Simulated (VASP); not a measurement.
Consider the following.

```yaml
crystal:
  lattice:
    - [1.52766, -2.60274, 0.00000]
    - [1.52766, 2.60274, 0.00000]
    - [0.00000, 0.00000, 3.17896]
  atoms:
    - { symbol: Ti, position: [0.00000, 0.00000, 0.00000] }
    - { symbol: B, position: [0.33333, 0.66667, 0.50000] }
    - { symbol: B, position: [0.68553, 0.35219, 0.50000] }
```

These are PBE GGA + U (Dudarev), VASP's PBE PAW potentials (set 64) (plane waves; VASP 6.6.1) values and carry that method's errors. Numerical set-up: 520 eV cut-off, 10×10×9 Γ-centred mesh, first-order Methfessel-Paxton smearing of 0.10 eV, potentials Ti_sv B, U − J: Ti 1.00 eV.

Problem. Give the force on each atom (eV/Å).

Solution. 
```json
[
 {"atom": "Ti1", "Fx": "0.427", "Fy": "0.015", "Fz": "0.000"},
 {"atom": "B2", "Fx": "0.649", "Fy": "-0.019", "Fz": "0.000"},
 {"atom": "B3", "Fx": "-1.076", "Fy": "0.004", "Fz": "0.000"}
]
```

Problem. Give the stress tensor in GPa (positive for a compressed cell).

Solution. 
```
-0.10  -0.78   0.00
-0.78   8.82   0.00
 0.00   0.00  10.33
```
The pressure is its mean diagonal, 6.35 GPa.

The compound is TiB2 in the AlB2 type structure. The cell was not relaxed at this level, atoms are displaced from their ideal sites. The run is one of a series of settings (LDAU = .TRUE., LDAUJ = 0 0, LDAUL = 2 -1, LDAUTYPE = 2, LDAUU = 1.0 0 against the base run), some of them coarse on purpose.
